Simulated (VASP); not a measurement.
Calculation: r2SCAN meta-GGA, VASP's PBE PAW potentials (set 64) (plane waves; VASP 6.6.1).

VASP ran on this input.

### KPOINTS
```
Automatic
0
G
12 12 12
```

**POSCAR**
```
Cr
1
    3.0261627601     0.0000000000     0.0000000000
    0.0000000000     3.0261627601     0.0000000000
    0.0000000000     0.0000000000     3.0261627601
Cr
2
Direct
  0.0000000000   0.0000000000   0.0000000000
  0.5000000000   0.5000000000   0.5000000000
```

**INCAR**
```
# general
SYSTEM =Cr
PREC   =Accurate
ENCUT  =520
LREAL  =F
LASPH  =T

# electronic loop
EDIFF  =1E-7
NELM   =100
ALGO   =Normal
LMAXMIX=4
LMIXTAU=T

# smearing
ISMEAR =1
SIGMA  =0.1

# functional
METAGGA=R2SCAN

# spin
ISPIN  =2
MAGMOM =2.7 -2.7

# ions
ISIF   =2

# output
LWAVE  =F
LCHARG =F
LORBIT =10
```

POTCAR, in this order: Cr_pv (PBE.64 set). Program: vasp_std.

The resulting files:

**OSZICAR**
```
       N       E                     dE             d eps       ncg     rms          rms(c)
DAV:   1     0.227474882899E+03    0.22747E+03   -0.14745E+04  5384   0.182E+03
DAV:   2    -0.283006275439E+02   -0.25578E+03   -0.25416E+03  5512   0.512E+02
DAV:   3    -0.373700764154E+02   -0.90694E+01   -0.89980E+01  7480   0.109E+02
DAV:   4    -0.375128385655E+02   -0.14276E+00   -0.14274E+00  6888   0.136E+01
DAV:   5    -0.375166180413E+02   -0.37795E-02   -0.37794E-02  8552   0.136E+00    0.187E+01
DAV:   6    -0.297508251853E+02    0.77658E+01   -0.35619E+01  5776   0.752E+01    0.115E+01
DAV:   7    -0.299260682176E+02   -0.17524E+00   -0.23169E+00  5792   0.181E+01    0.450E+00
DAV:   8    -0.300717539485E+02   -0.14569E+00   -0.39728E-01  8680   0.443E+00    0.326E+00
DAV:   9    -0.301079697839E+02   -0.36216E-01   -0.10991E-01  7120   0.205E+00    0.287E+00
DAV:  10    -0.301092070012E+02   -0.12372E-02   -0.10899E-01  6704   0.341E+00    0.996E-01
DAV:  11    -0.301152103538E+02   -0.60034E-02   -0.15372E-02  6696   0.133E+00    0.338E-01
DAV:  12    -0.301146891560E+02    0.52120E-03   -0.18158E-03  7872   0.411E-01    0.273E-01
DAV:  13    -0.301141846845E+02    0.50447E-03   -0.17533E-03  6024   0.483E-01    0.164E-01
DAV:  14    -0.301143381795E+02   -0.15350E-03   -0.42035E-04  6176   0.238E-01    0.581E-02
DAV:  15    -0.301143429990E+02   -0.48195E-05   -0.86464E-05  6904   0.498E-02    0.233E-02
DAV:  16    -0.301143365121E+02    0.64869E-05   -0.57544E-06  6208   0.264E-02    0.643E-03
DAV:  17    -0.301143438417E+02   -0.73297E-05   -0.26811E-07  6896   0.506E-03    0.459E-03
DAV:  18    -0.301143506388E+02   -0.67971E-05   -0.43681E-08  2992   0.205E-03    0.145E-03
DAV:  19    -0.301143500020E+02    0.63679E-06   -0.32542E-08  2960   0.156E-03    0.229E-04
DAV:  20    -0.301143500426E+02   -0.40530E-07   -0.53614E-09  2744   0.699E-04
   1 F= -.30114350E+02 E0= -.30114219E+02  d E =-.394529E-03  mag=    -0.0000
```

### OUTCAR
```
------------------------ aborting loop because EDIFF is reached ----------------------------------------
  FORCE on cell =-STRESS in cart. coord.  units (eV):
  Direction    XX          YY          ZZ          XY          YZ          ZX
  --------------------------------------------------------------------------------------
  Total       -0.9892295     -0.9892295     -0.9892295      0.0000000      0.0000000      0.0000000
  in kB      -57.1914098    -57.1914098    -57.1914098      0.0000000      0.0000000      0.0000000
  external PRESSURE =     -57.1914098 kB  Pullay stress =       0.0000000 kB
  volume of cell :       27.71
      direct lattice vectors                 reciprocal lattice vectors
     3.026162760  0.000000000  0.000000000     0.330451492  0.000000000  0.000000000
     0.000000000  3.026162760  0.000000000     0.000000000  0.330451492  0.000000000
     0.000000000  0.000000000  3.026162760     0.000000000  0.000000000  0.330451492
 POSITION                                       TOTAL-FORCE (eV/Angst)
 -----------------------------------------------------------------------------------
      0.00000      0.00000      0.00000         0.000000      0.000000      0.000000
      1.51308      1.51308      1.51308        -0.000000     -0.000000     -0.000000
 -----------------------------------------------------------------------------------
    total drift:                                0.000000      0.000000     -0.000000
  FREE ENERGIE OF THE ION-ELECTRON SYSTEM (eV)
  ---------------------------------------------------
  free  energy   TOTEN  =       -30.1143500426 eV

  energy  without entropy=      -30.1139555136  energy(sigma->0) =      -30.11421853

 total charge

# of ion       s       p       d       tot
------------------------------------------
    1        0.623   6.316   4.030  10.970
    2        0.623   6.316   4.030  10.970
--------------------------------------------------
tot          1.247  12.633   8.061  21.940

 magnetization (x)

# of ion       s       p       d       tot
------------------------------------------
    1        0.101   0.045   2.773   2.919
    2       -0.101  -0.045  -2.773  -2.919
--------------------------------------------------
tot          0.000   0.000   0.000   0.000
```
(Selected blocks of OUTCAR.)

OUTCAR:
```
 val. band max:        9.0513846940   @ k =   0.5000   0.5000   0.0833

 cond. band min:       9.0621513066   @ k =   0.5000   0.5000   0.0000


 Fermi energy:         9.0620327352

 spin component 1

 k-point     1 :       0.0000    0.0000    0.0000
  band No.  band energies     occupation
      1     -37.2061      1.00000
      2     -37.2060      1.00000
      3     -37.2060      1.00000
      4     -33.4795      1.00000
      5     -33.4795      1.00000
      6     -33.4795      1.00000
      7       0.8934      1.00000
      8       5.2121      1.00000
      9       5.2121      1.00000
     10       7.5033      1.00000
     11       7.5033      1.00000
     12       7.5034      1.00000
     13      10.0137     -0.00000
     14      10.7372     -0.00000
     15      10.7372     -0.00000
     16      12.2488      0.00000

 k-point     2 :       0.0833    0.0000    0.0000
  band No.  band energies     occupation
      1     -37.2116      1.00000
      2     -37.2050      1.00000
      3     -37.2050      1.00000
      4     -33.4871      1.00000
      5     -33.4797      1.00000
      6     -33.4797      1.00000
      7       1.0305      1.00000
      8       5.2701      1.00000
      9       5.2721      1.00000
     10       7.4758      1.00000
     11       7.4758      1.00000
     12       7.5272      1.00000
     13      10.0130     -0.00000
     14      10.6598     -0.00000
     15      10.7586     -0.00000
     16      12.0793      0.00000

 k-point     3 :       0.1667    0.0000    0.0000
  band No.  band energies     occupation
      1     -37.2270      1.00000
      2     -37.2021      1.00000
      3     -37.2020      1.00000
      4     -33.5076      1.00000
      5     -33.4803      1.00000
      6     -33.4803      1.00000
      7       1.4327      1.00000
      8       5.4213      1.00000
      9       5.4458      1.00000
     10       7.4014      1.00000
     11       7.4014      1.00000
...
```

The compound is Cr in the bcc, AFM order structure. This cell is one point of a volume scan, at 1.06 of the reference volume.
